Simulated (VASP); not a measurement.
VASP runs on Zr (hcp) share one base input (PBE GGA, plane waves, VASP's PBE PAW potentials (set 64)) and change the settings named in each case.

INCAR:
```
LCHARG  =  .False.
GGA  =  PE
LMAXMIX  =  4
ISIF  =  2   # forces and stress, cell fixed
LREAL  =  .False.   # projection in real space or not
ALGO  =  Normal
ISMEAR  =  1   # Methfessel-Paxton
EDIFF  =  1E-6   # SCF stop (eV)
LWAVE  =  .False.
LASPH  =  .True.
NELM  =  100
SYSTEM  =  Zr
SIGMA  =  0.1   # width (eV)
ENCUT  =  400
PREC  =  Accurate
```

File KPOINTS:
```
K-points
0
G
 12 12 7
```

File POSCAR:
```
Zr
1
    1.6150000000    -2.7972620000     0.0000000000
    1.6150000000     2.7972620000     0.0000000000
    0.0000000000     0.0000000000     5.1500000000
Zr
2
Direct
  0.3333330000   0.6666670000   0.2500000000
  0.6666670000   0.3333330000   0.7500000000
```

POTCAR, in this order: Zr_sv (PBE.64 set). Program: vasp_std.

```
change                                                                          E(σ→0) (eV/atom)  pressure (GPa)  −TS (eV)
------------------------------------------------------------------------------  ----------------  --------------  --------
base run                                                                                 -8.5170            0.38   -0.0012
GGA = PS                                                                                 -9.0701           -3.34   -0.0010
GGA removed, LMIXTAU = .TRUE., METAGGA = SCAN                                           -30.6896            0.13   -0.0026
GGA = 91                                                                                 -8.4894            0.16   -0.0009
AGGAC = 0.0, GGA = BO, LUSE_VDW = .TRUE., PARAM1 = 0.1833333333, PARAM2 = 0.22           -5.7541           -0.81   -0.0009
IVDW = 11                                                                                -8.9399               ?   -0.0012
IVDW = 12                                                                                -9.0456           -3.43   -0.0012
```

### Question
Fill in the missing entries.

### Answer

- IVDW = 11, pressure (GPa): -3.22

Energies of different potentials or functionals have different zeros.

Left out are runs that ran out of time, are held back, or changed the cell or the kind of run, fixed moments of cells without a moment, rows past the twelfth, gaps on odd meshes, pressures of charged cells and columns that move by less than the noise.

The compound is Zr in the hcp structure. The cell was not relaxed at this level.
